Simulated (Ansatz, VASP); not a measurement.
**One calculation of BiIr, two programs**

```xyz
2
Lattice="0.0000 3.0380 3.0380 3.0380 0.0000 3.0380 3.0380 3.0380 0.0000" Properties=species:S:1:pos:R:3 pbc="T T T"
Ir    0.0000    0.0000    0.0000
Bi    1.5190    1.5190    1.5190
```

The cell comes from a database or a generator and needn't be the stable form of this composition.

Alike in both runs: task single point; functional r2SCAN; k mesh 10 × 10 × 10; occupations gaussian, width 0.05 eV; no spin polarisation.

```csv
,VASP,Ansatz
version,VASP 6.6.1,Ansatz 0.2.0
potentials or method,"VASP PAW PBE potentials, release 64 (Ir, Bi_d)","scalar-relativistic, plane waves, PAW"
plane-wave cutoff (eV),520,500
valence electrons in the cell,24,32
```

```tsv
	VASP	Ansatz	Ansatz less VASP
pressure (GPa)	0.4	0.0	-0.35
```

The functional is the same, so the differences come from potentials, cutoffs and numerics. The two sets of potentials don't hold the same shells in valence.

Caveats: the PAW data sets were made with another functional, which shifts forces and pressure a little (VASP).
